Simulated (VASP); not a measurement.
All values below come from PBE GGA, VASP's PBE PAW potentials (set 64) (plane waves; VASP).

Input for VASP

### INCAR
```
ALGO = Normal
EDIFF = 1E-6
ENCUT = 120
GGA = PE
ISIF = 2
ISMEAR = 0
LASPH = T
LCHARG = F
LREAL = F
LWAVE = F
NELM = 100
PREC = Accurate
SIGMA = 0.01
SYSTEM = NaCl
```

File KPOINTS:
```
Automatic mesh
0
Gamma
5 5 5
0 0 0
```

POSCAR:
```
NaCl
1
    0.0000000000     2.7881970000     2.7881970000
    2.7881970000     0.0000000000     2.7881970000
    2.7881970000     2.7881970000     0.0000000000
Na Cl
1 1
Direct
  0.0000000000   0.0000000000   0.0000000000
  0.5000000000   0.5000000000   0.5000000000
```

POTCAR, in this order: Na_pv Cl (PBE.64 set). Program: vasp_std.

Output of the run:

File OSZICAR:
```
       N       E                     dE             d eps       ncg     rms          rms(c)
DAV:   1     0.300905773490E+02    0.30091E+02   -0.42301E+03   290   0.360E+02
DAV:   2     0.852536556367E+01   -0.21565E+02   -0.21286E+02   259   0.104E+02
DAV:   3     0.820893452646E+01   -0.31643E+00   -0.31621E+00   241   0.118E+01
DAV:   4     0.820820483470E+01   -0.72969E-03   -0.72967E-03   244   0.595E-01
DAV:   5     0.820820176445E+01   -0.30702E-05   -0.30702E-05   238   0.324E-02    0.620E+01
DAV:   6     0.114721461153E+02    0.32639E+01   -0.34669E+00   226   0.215E+01    0.361E+01
DAV:   7     0.120069284928E+02    0.53478E+00   -0.22803E+00   229   0.157E+01    0.184E+00
DAV:   8     0.120383993821E+02    0.31471E-01   -0.51427E-02   232   0.184E+00    0.357E-01
DAV:   9     0.120419181404E+02    0.35188E-02   -0.11081E-02   235   0.994E-01    0.458E-02
DAV:  10     0.120419057639E+02   -0.12376E-04   -0.20554E-04   241   0.124E-01    0.258E-02
DAV:  11     0.120418965879E+02   -0.91761E-05   -0.77455E-06   232   0.280E-02    0.632E-03
DAV:  12     0.120418956776E+02   -0.91025E-06   -0.33134E-06   235   0.128E-02
   1 F= 0.12041896E+02 E0= 0.12041896E+02  d E =-.103491E-29
```

### OUTCAR
```
------------------------ aborting loop because EDIFF is reached ----------------------------------------
  FORCE on cell =-STRESS in cart. coord.  units (eV):
  Direction    XX          YY          ZZ          XY          YZ          ZX
  --------------------------------------------------------------------------------------
  Total     -115.0121066   -115.0121066   -115.0121066     -0.0000000     -0.0000000      0.0000000
  in kB    -4250.6346497  -4250.6346497  -4250.6346497     -0.0000000     -0.0000000      0.0000000
  external PRESSURE =   -4250.6346497 kB  Pullay stress =       0.0000000 kB
  volume of cell :       43.35
      direct lattice vectors                 reciprocal lattice vectors
     0.000000000  2.788197000  2.788197000    -0.179327357  0.179327357  0.179327357
     2.788197000  0.000000000  2.788197000     0.179327357 -0.179327357  0.179327357
     2.788197000  2.788197000  0.000000000     0.179327357  0.179327357 -0.179327357
  FREE ENERGIE OF THE ION-ELECTRON SYSTEM (eV)
  ---------------------------------------------------
  free  energy   TOTEN  =        12.0418956776 eV

  energy  without entropy=       12.0418956776  energy(sigma->0) =       12.04189568
```
(Selected blocks of OUTCAR.)

At this cut-off the stress carries a Pulay error, which pulls relaxed volumes low.

The structure comes from a computed database's NaCl entry; how it stands against other phases isn't given here. The cell was not relaxed at this level. The run is one of a series of settings (ENCUT = 120 against the base run), some of them coarse on purpose.
